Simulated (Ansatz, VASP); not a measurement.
## Sc6SiO11 (glassy 75Sc2O3-25SiO2 (mol %)): VASP beside Ansatz

Aim: how closely do two programs agree when they are given the same cell, functional and k mesh? Of the first pair: The structure shown is the start of the Ansatz relaxation below; VASP solves that cell, so the two are compared at the walk's first step.

Calculated with Ansatz 0.2.0; plane waves, with VASP 6.6.1 beside it; single point at PBE.

### 1. Starting point

The cell holds 72 atoms: 24 Sc, 4 Si and 44 O. Cell: a = 9.748 Å, b = 9.748 Å, c = 9.748 Å, α = 90.0°, β = 90.0°, γ = 90.0°. As first built, before any earlier steps moved the atoms (in the runner's words): 72 atoms (24 Sc, 4 Si, 44 O) placed at random at 3.36 g/cm^3, melted at 4000 K for 10 ps at fixed volume with the Morse and Coulomb pair potential with partial charges (Pedone, Malavasi, Menziani, Cormack and Segre, J. Phys. Chem. B 110, 11780 (2006)). Quenched from 4000 K to 300 K at 20 K/ps and fixed volume, held 10 ps at zero pressure.

### 2. Ansatz: relaxation, PBE

Ansatz runs on its PAW soft_1 files.

The two programs are compared at the cell with which this relaxation starts, whose forces are those of its first step.

input.yaml

```yaml
crystal:
  lattice:
    - [9.74808, 0.0, 0.0]
    - [0.0, 9.74808, 0.0]
    - [0.0, 0.0, 9.74808]
  atoms:
    - { symbol: Sc, position: [0.66878, 0.38071, 0.20351] }
    - { symbol: Sc, position: [0.45256, 0.98312, 0.96229] }
    - { symbol: Sc, position: [0.65712, 0.25767, 0.90897] }
    - { symbol: Sc, position: [0.49325, 0.24755, 0.45711] }
    - { symbol: Sc, position: [0.0397, 0.31456, 0.18139] }
    - { symbol: Sc, position: [0.3072, 0.39302, 0.89873] }
    - { symbol: Sc, position: [0.18589, 0.77987, 0.4447] }
    - { symbol: Sc, position: [0.79714, 0.31703, 0.57862] }
    - { symbol: Sc, position: [0.17715, 0.39765, 0.51534] }
    - { symbol: Sc, position: [0.78183, 0.68849, 0.63337] }
    - { symbol: Sc, position: [0.24952, 0.03601, 0.63246] }
    - { symbol: Sc, position: [0.45162, 0.89775, 0.34148] }
    - { symbol: Sc, position: [0.49751, 0.59618, 0.61895] }
    - { symbol: Sc, position: [0.98247, 0.56309, 0.34854] }
    - { symbol: Sc, position: [0.86262, 0.54398, 0.96392] }
    - { symbol: Sc, position: [0.03998, 0.95185, 0.20477] }
    - { symbol: Sc, position: [0.60609, 0.97576, 0.67748] }
    - { symbol: Sc, position: [0.37202, 0.5216, 0.26834] }
    - { symbol: Sc, position: [0.54722, 0.64467, 0.92713] }
    - { symbol: Sc, position: [0.72066, 0.04146, 0.25848] }
    - { symbol: Sc, position: [0.23724, 0.70448, 0.07329] }
    - { symbol: Sc, position: [0.31728, 0.19708, 0.13198] }
    - { symbol: Sc, position: [0.10758, 0.59391, 0.75644] }
    - { symbol: Sc, position: [0.01993, 0.24029, 0.79935] }
    - { symbol: Si, position: [0.9155, 0.00586, 0.53612] }
    - { symbol: Si, position: [0.09286, 0.9049, 0.86064] }
    - { symbol: Si, position: [0.66154, 0.68489, 0.34263] }
    - { symbol: Si, position: [0.79087, 0.89256, 0.96158] }
    - { symbol: O, position: [0.15946, 0.44283, 0.29658] }
    - { symbol: O, position: [0.92274, 0.89646, 0.85764] }
    - { symbol: O, position: [0.7549, 0.73786, 0.98914] }
    - { symbol: O, position: [0.12862, 0.05453, 0.80952] }
    - { symbol: O, position: [0.85769, 0.33541, 0.88478] }
    - { symbol: O, position: [0.70161, 0.19168, 0.11834] }
    - { symbol: O, position: [0.12703, 0.88337, 0.01855] }
    - { symbol: O, position: [0.12521, 0.13509, 0.22941] }
    - { symbol: O, position: [0.88097, 0.45294, 0.19065] }
    - { symbol: O, position: [0.32478, 0.7288, 0.27633] }
    - { symbol: O, position: [0.40911, 0.79111, 0.9994] }
    - { symbol: O, position: [0.43885, 0.22039, 0.96109] }
    - { symbol: O, position: [0.37737, 0.49149, 0.4902] }
    - { symbol: O, position: [0.68706, 0.49487, 0.61519] }
    - { symbol: O, position: [0.90259, 0.60078, 0.76422] }
    - { symbol: O, position: [0.68566, 0.30333, 0.3968] }
    - { symbol: O, position: [0.9261, 0.15328, 0.62555] }
    - { symbol: O, position: [0.41725, 0.00342, 0.75077] }
    - { symbol: O, position: [0.88662, 0.02458, 0.37742] }
    - { symbol: O, position: [0.06746, 0.93986, 0.53183] }
    - { symbol: O, position: [0.05126, 0.76396, 0.29066] }
    - { symbol: O, position: [0.15514, 0.38948, 0.73681] }
    - { symbol: O, position: [0.64444, 0.46655, 0.99688] }
    - { symbol: O, position: [0.16908, 0.79093, 0.76921] }
    - { symbol: O, position: [0.58556, 0.56081, 0.26421] }
    - { symbol: O, position: [0.56348, 0.72526, 0.47362] }
    - { symbol: O, position: [0.8014, 0.90921, 0.60103] }
    - { symbol: O, position: [0.41134, 0.02066, 0.1764] }
    - { symbol: O, position: [0.97117, 0.38625, 0.47841] }
    - { symbol: O, position: [0.59887, 0.75395, 0.74163] }
    - { symbol: O, position: [0.15016, 0.27669, 0.00233] }
    - { symbol: O, position: [0.32974, 0.90299, 0.49878] }
    - { symbol: O, position: [0.07864, 0.59448, 0.97625] }
    - { symbol: O, position: [0.43196, 0.31138, 0.25626] }
    - { symbol: O, position: [0.57416, 0.04965, 0.43551] }
    - { symbol: O, position: [0.11512, 0.61131, 0.5442] }
    - { symbol: O, position: [0.29088, 0.21413, 0.53363] }
    - { symbol: O, position: [0.63858, 0.21078, 0.69063] }
    - { symbol: O, position: [0.64294, 0.82545, 0.25727] }
    - { symbol: O, position: [0.86361, 0.9658, 0.10053] }
    - { symbol: O, position: [0.80483, 0.6639, 0.40856] }
    - { symbol: O, position: [0.33012, 0.51994, 0.06205] }
    - { symbol: O, position: [0.41273, 0.54871, 0.79648] }
    - { symbol: O, position: [0.66592, 0.98704, 0.90807] }
kpoints:
  mp_grid: { grid: [1, 1, 1] }
hamiltonian:
  xc: pbe
  pseudopotentials: { kind: paw, azcp: { folder: soft_1 } }
scf:
  occupations: { method: fermi_dirac, width: 0.05 }
output:
  forces: true
relax:
  f_tol: 0.05
  max_steps: 150
  cell: {}
```

Launch:

```
> ansatz run input.yaml --threads 4 --pin off --max-ram 8192MiB --backend cpu --events-out ev --progress --plain --runs-dir out
```

Numbers of over 12 decimals in the logs are rounded to 6 here.

The log of the run:

```text
Engine: ansatz 0.2.0, aarch64-unknown-linux-gnu
Pseudopotentials: kind: paw
Pseudopotential: Sc, paw, valence charge 11, recommended cutoff 420 eV (normal), soft_1/Sc.paw.azcp
Pseudopotential: Si, paw, valence charge 4, recommended cutoff 420 eV (normal), soft_1/Si.paw.azcp
Pseudopotential: O, paw, valence charge 6, recommended cutoff 420 eV (normal), soft_1/O.paw.azcp
Functional definition: PBE
  parameter kappa = 0.804
  parameter beta = 0.066725
  exchange = pbe_x(kappa = kappa, mu = beta*pi^2/3)
  correlation = pbe_c(beta = beta)
Crystal: 72 atoms, lattice volume = 926.312 Å³
Basis set: ecut = 420 eV, 18037 PW (Γ), exchange–correlation on 144×144×144 points (8 copies of the dense FFT grid, shifted against one another)
Bands: 344, of which v1, the nominal top of the filled ones, is band 272 counted from 1 (271 counted from 0)
Symmetry: 1 space group operations
Space group: P1 (ITA 1), of the structure as read, at distance tolerance 9.7e-5 Å
k-points: 1
Non-local potential: Sc, projectors of the file, l = 0: 3, l = 1: 2, l = 2: 3, l = 3: 1
Non-local potential: Si, projectors of the file, l = 0: 2, l = 1: 2, l = 2: 1
Non-local potential: O, projectors of the file, l = 0: 2, l = 1: 2, l = 2: 1
PAW form: soft (Blöchl's): semilocal exchange-correlation on the pseudo side does not see the compensation charge
PAW one-centre angular grid: Sc, 590 points (default); XC on 64 Gauss nodes
PAW one-centre angular grid: Si, 110 points (default); XC on 64 Gauss nodes
PAW one-centre angular grid: O, 110 points (default); XC on 64 Gauss nodes
Initial density: superposition of atomic densities (chi_scale 0.1, normalization cell, long waves kept (reshape's long-wave potential 0.82 eV rms))
Initial wavefunctions: pseudopotential atomic-orbital guess
Functional: x = pbe(κ = 0.804, μ = 0.219515), c = pbe(β = 0.066725)
SCF iter   1: F=—  HF=-78912.999492 eV  |F-HF|=—  |Δ(HF+E_count)|=         —  Δρ=9.39e-2  dr2=2.46e2  ethr=3.10e-3  ⟨swp⟩=5.0  Hψ=1286  notcnv=0  defer=14
preconditioner: auto → Resta (q_TF=auto, 2.497 Å⁻¹)  ε∞=6.6  [insulator: Δε(μ)=0.272 eV  Ē_g=9.663 eV  σ=0.050 eV  W_gap=0.87  n_scr=250 (ndim 8)  ℏωp=22.9 eV  f_vac=0.000  D(μ)=6.76/eV (n_scr^D=26)  ε∞_Penn≈6.6]
SCF iter   2: F=—  HF=-78897.914303 eV  |F-HF|=—  |Δ(HF+E_count)|=    1.51e1  Δρ=3.72e-2  dr2=2.58e1  ethr=3.10e-3  ⟨swp⟩=3.0  Hψ=602  notcnv=0  defer=29
SCF iter   3: F=—  HF=-78898.371715 eV  |F-HF|=—  |Δ(HF+E_count)|=   4.57e-1  Δρ=8.51e-2  dr2=1.54e2  ethr=3.10e-3  ⟨swp⟩=4.0  Hψ=577  notcnv=0  defer=57  recentre
SCF iter   4: F=—  HF=-78893.908789 eV  |F-HF|=—  |Δ(HF+E_count)|=    4.46e0  Δρ=2.15e-2  dr2=6.61e0  ethr=3.10e-3  ⟨swp⟩=3.0  Hψ=609  notcnv=0  defer=33
SCF iter   5: F=—  HF=-78893.169743 eV  |F-HF|=—  |Δ(HF+E_count)|=   7.39e-1  Δρ=8.10e-3  dr2=1.94e0  ethr=1.22e-3  ⟨swp⟩=2.0  Hψ=558  notcnv=0  defer=56
SCF iter   6: F=—  HF=-78893.030573 eV  |F-HF|=—  |Δ(HF+E_count)|=   1.39e-1  Δρ=6.74e-3  dr2=1.35e0  ethr=3.56e-4  ⟨swp⟩=2.0  Hψ=402  notcnv=0  defer=66
SCF iter   7: F=—  HF=-78892.899847 eV  |F-HF|=—  |Δ(HF+E_count)|=   1.31e-1  Δρ=5.81e-3  dr2=8.27e-1  ethr=2.48e-4  ⟨swp⟩=4.0  Hψ=291  notcnv=0  defer=66
SCF iter   8: F=—  HF=-78892.812507 eV  |F-HF|=—  |Δ(HF+E_count)|=   8.73e-2  Δρ=4.37e-3  dr2=5.14e-1  ethr=1.52e-4  ⟨swp⟩=3.0  Hψ=409  notcnv=0  defer=64
SCF iter   9: F=—  HF=-78892.740802 eV  |F-HF|=—  |Δ(HF+E_count)|=   7.17e-2  Δρ=3.16e-3  dr2=2.87e-1  ethr=9.46e-5  ⟨swp⟩=3.0  Hψ=293  notcnv=0  defer=64
SCF iter  10: F=—  HF=-78892.678805 eV  |F-HF|=—  |Δ(HF+E_count)|=   6.20e-2  Δρ=1.64e-3  dr2=8.15e-2  ethr=5.27e-5  ⟨swp⟩=2.0  Hψ=524  notcnv=0  defer=64
SCF iter  11: F=—  HF=-78892.652557 eV  |F-HF|=—  |Δ(HF+E_count)|=   2.62e-2  Δρ=2.23e-4  dr2=8.26e-4  ethr=1.50e-5  ⟨swp⟩=3.0  Hψ=587  notcnv=0  defer=64
SCF iter  12: F=—  HF=-78892.652704 eV  |F-HF|=—  |Δ(HF+E_count)|=   1.47e-4  Δρ=7.57e-5  dr2=1.00e-4  ethr=1.52e-7  ⟨swp⟩=3.0  Hψ=577  notcnv=0  defer=68
SCF iter  13: F=—  HF=-78892.652796 eV  |F-HF|=—  |Δ(HF+E_count)|=   9.23e-5  Δρ=3.69e-5  dr2=1.47e-5  ethr=1.84e-8  ⟨swp⟩=2.0  Hψ=515  notcnv=0  defer=68
SCF iter  14: F=—  HF=-78892.654261 eV  |F-HF|=—  |Δ(HF+E_count)|=   1.47e-3  Δρ=1.96e-5  dr2=3.41e-6  ethr=2.70e-9  ⟨swp⟩=2.0  Hψ=547  notcnv=0  defer=68
SCF iter  15: F=—  HF=-78892.654262 eV  |F-HF|=—  |Δ(HF+E_count)|=   3.96e-7  Δρ=5.48e-6  dr2=3.35e-7  ethr=6.26e-10  ⟨swp⟩=2.0  Hψ=452  notcnv=0  defer=68
SCF iter  16: F=-78892.654262 eV  HF=-78892.654262 eV  |F-HF|=1.47e-9  |Δ(HF+E_count)|=   1.83e-7  Δρ=2.17e-6  dr2=5.63e-8  ethr=1.84e-11  ⟨swp⟩=4.0  Hψ=1021  notcnv=0
SCF 1 converged in 16 iterations: F = -78892.654262 eV  dr2 = 5.63e-8
  greatest PAW one-centre occupation: 0.998 electrons in one spin orbital (limit 2), on the Sc atom at site 10 (counted from 0), in its partial waves of l = 0
[...]
atom  31  O     -0.00337662     0.00756411     0.00642570
  atom  32  O      0.00286626     0.00767163    -0.00448657
  atom  33  O     -0.00285757     0.00010548    -0.00033971
  atom  34  O     -0.00287205     0.00347277     0.00257738
  atom  35  O      0.00961264    -0.01772916     0.00303238
  atom  36  O      0.00554106    -0.00070209    -0.00267733
  atom  37  O     -0.00021346    -0.00599760    -0.00137456
  atom  38  O      0.00177065     0.00021179    -0.00763319
  atom  39  O      0.00449520    -0.00288828     0.00427080
  atom  40  O     -0.00061224    -0.00230000     0.00066072
  atom  41  O      0.00083974     0.00618080     0.01218167
  atom  42  O     -0.00233262     0.00063060     0.00128479
  atom  43  O      0.00597325     0.00111884     0.00278045
  atom  44  O     -0.00273098    -0.00050467    -0.00060184
  atom  45  O     -0.00580863    -0.00070163     0.00462692
  atom  46  O      0.00807981    -0.00449261    -0.00212634
  atom  47  O     -0.00054571     0.00192845     0.00061484
  atom  48  O      0.00541126    -0.00216179     0.00883101
  atom  49  O      0.00899232    -0.00759253     0.00617236
  atom  50  O     -0.00080454     0.00584945    -0.00119527
  atom  51  O     -0.00378333     0.00611594     0.00282929
  atom  52  O     -0.00423425    -0.01037982     0.00145591
  atom  53  O     -0.00191585     0.00438442     0.00332026
  atom  54  O      0.00867425     0.00239216     0.00210079
[...]
atom  65  O      0.00763661    -0.00012906     0.00354384
  atom  66  O      0.00152955    -0.00496017     0.00505263
  atom  67  O     -0.00268217    -0.00220556    -0.00811321
  atom  68  O     -0.01268709    -0.00823573    -0.01137617
  atom  69  O     -0.01202329     0.00302760    -0.00183931
  atom  70  O      0.00031298     0.00675187     0.00259098
  atom  71  O      0.00103858     0.00278358     0.00106847
  atom  72  O      0.00297843    -0.01422754    -0.00529229
  max |Σ_I F_I| component: 1.04e-5 eV/Å
--- Stress (GPa, compression-positive) ---
        0.020135      -0.003743      -0.003867
       -0.003742      -0.025185       0.005461
       -0.003865       0.005462       0.001494
  P = ⅓ Tr σ = -0.0012 GPa (-0.012 kbar)
--- Relaxed structure (14 steps of the walk, 13 accepted, 2 SCFs on fresh bases) ---
  F+E_penalty+E_count = -78897.00884199 eV   max|allowed force component| = 2.324e-2 eV/Å   (the final SCF, on the basis selected at the relaxed cell)
  cell:  # Å, volume = 919.0285 Å³
    - [9.919655, -0.077453, -0.166465]
    - [-0.077453, 9.576667, 0.108097]
    - [-0.166465, 0.108097, 9.678863]
  atoms:
    - { symbol: Sc, position: [0.672925, 0.385431, 0.196816] }
    - { symbol: Sc, position: [0.466034, 0.988212, 0.948810] }
    - { symbol: Sc, position: [0.673290, 0.249793, 0.908547] }
    - { symbol: Sc, position: [0.479208, 0.254428, 0.458182] }
    - { symbol: Sc, position: [0.059488, 0.356922, 0.136689] }
    - { symbol: Sc, position: [0.329016, 0.380405, 0.896807] }
    - { symbol: Sc, position: [0.176147, 0.770650, 0.441203] }
    - { symbol: Sc, position: [0.789438, 0.326069, 0.565042] }
    - { symbol: Sc, position: [0.176337, 0.392075, 0.514348] }
    - { symbol: Sc, position: [0.769922, 0.690494, 0.629152] }
    - { symbol: Sc, position: [0.258338, 0.027448, 0.631058] }
    - { symbol: Sc, position: [0.442021, 0.890545, 0.328641] }
    - { symbol: Sc, position: [0.495374, 0.581883, 0.612248] }
    - { symbol: Sc, position: [0.961148, 0.564521, 0.341747] }
    - { symbol: Sc, position: [0.859257, 0.536674, 0.959321] }
    - { symbol: Sc, position: [0.017908, 0.972620, 0.226186] }
    - { symbol: Sc, position: [0.610249, 0.996856, 0.655311] }
    - { symbol: Sc, position: [0.370130, 0.514687, 0.271199] }
    - { symbol: Sc, position: [0.548751, 0.644364, 0.923079] }
    - { symbol: Sc, position: [0.706964, 0.064929, 0.280324] }
    - { symbol: Sc, position: [0.243050, 0.705607, 0.054427] }
    - { symbol: Sc, position: [0.309201, 0.181276, 0.140989] }
    - { symbol: Sc, position: [0.098285, 0.590559, 0.763616] }
    - { symbol: Sc, position: [0.040051, 0.234607, 0.816815] }
    - { symbol: Si, position: [0.925145, 0.010473, 0.549058] }
    - { symbol: Si, position: [0.089573, 0.910621, 0.894065] }
    - { symbol: Si, position: [0.649464, 0.702962, 0.333204] }
    - { symbol: Si, position: [0.794793, 0.895977, 0.975174] }
    - { symbol: O, position: [0.153671, 0.459615, 0.294717] }
    - { symbol: O, position: [0.924920, 0.912220, 0.872226] }
    - { symbol: O, position: [0.754422, 0.729648, 0.991299] }
    - { symbol: O, position: [0.148412, 0.050879, 0.816543] }
    - { symbol: O, position: [0.879319, 0.314601, 0.903098] }
    - { symbol: O, position: [0.683940, 0.197325, 0.116912] }
    - { symbol: O, position: [0.130526, 0.903023, 0.059180] }
    - { symbol: O, position: [0.118594, 0.161398, 0.223971] }
    - { symbol: O, position: [0.875555, 0.457710, 0.178041] }
    - { symbol: O, position: [0.307960, 0.721948, 0.266386] }
    - { symbol: O, position: [0.420407, 0.785439, 0.984244] }
    - { symbol: O, position: [0.442791, 0.213521, 0.948162] }
    - { symbol: O, position: [0.388253, 0.455976, 0.480561] }
    - { symbol: O, position: [0.674242, 0.493119, 0.607724] }
    - { symbol: O, position: [0.902322, 0.604039, 0.760379] }
    - { symbol: O, position: [0.689318, 0.286067, 0.387084] }
    - { symbol: O, position: [0.936710, 0.158196, 0.634913] }
    - { symbol: O, position: [0.429716, -0.00671852, 0.742604] }
    - { symbol: O, position: [0.888245, 0.047305, 0.383554] }
    - { symbol: O, position: [0.069285, 0.928827, 0.554798] }
    - { symbol: O, position: [0.030843, 0.768266, 0.299090] }
    - { symbol: O, position: [0.161747, 0.383599, 0.737024] }
    - { symbol: O, position: [0.656032, 0.452743, 0.974997] }
    - { symbol: O, position: [0.166427, 0.775581, 0.835763] }
[...]
- { symbol: O, position: [0.288525, 0.207685, 0.534304] }
    - { symbol: O, position: [0.649666, 0.202260, 0.687989] }
    - { symbol: O, position: [0.638758, 0.854769, 0.252400] }
    - { symbol: O, position: [0.845221, 0.972359, 0.118174] }
    - { symbol: O, position: [0.794215, 0.664264, 0.407216] }
    - { symbol: O, position: [0.343630, 0.515758, 0.060471] }
    - { symbol: O, position: [0.415711, 0.537221, 0.792268] }
    - { symbol: O, position: [0.669791, 0.990863, 0.903456] }
```

Reading the cycles: dr2 is the Hartree energy of the density residual (eV), the measure of convergence; HF is the Harris–Foulkes estimate of the energy, which meets the free energy F at convergence.

[end of part 1 of 3]

[Lines on the potential files, build, host, timing and source positions are cut from VASP's logs without a mark.]

[Logs are printed without paths, hosts, clocks, repeated set-up lines and the standing remarks that a program may print on its own settings, such as how far it seeks lower states.]

[Hosts, paths, dates, database ids (printed as entryN), source tags and the programs' standing remarks are cut or masked in the printed files.]
